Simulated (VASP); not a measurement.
Take TiO₂ (rutile), without spin-orbit terms, in VASP with PAW potentials, and its band gap.

Q: One run gives 1.91 eV. Which level is it?
A) TPSS (own cell)
B) PBEsol (own cell)
C) PBE (own cell)
D) LDA (own cell)

A: A, TPSS (own cell).  The others give 1.82 (PBE (own cell)), 1.83 (PBEsol (own cell)), 1.82 (LDA (own cell)).

Only levels that ran to the end are used. Left out are those held back, those with too coarse a band path, GW runs whose mesh misses a band edge, hybrids' fits of cells that aren't cubic and levels without matching references; a question may draw on a part of the rest.

The compound is TiO2 in the rutile structure.
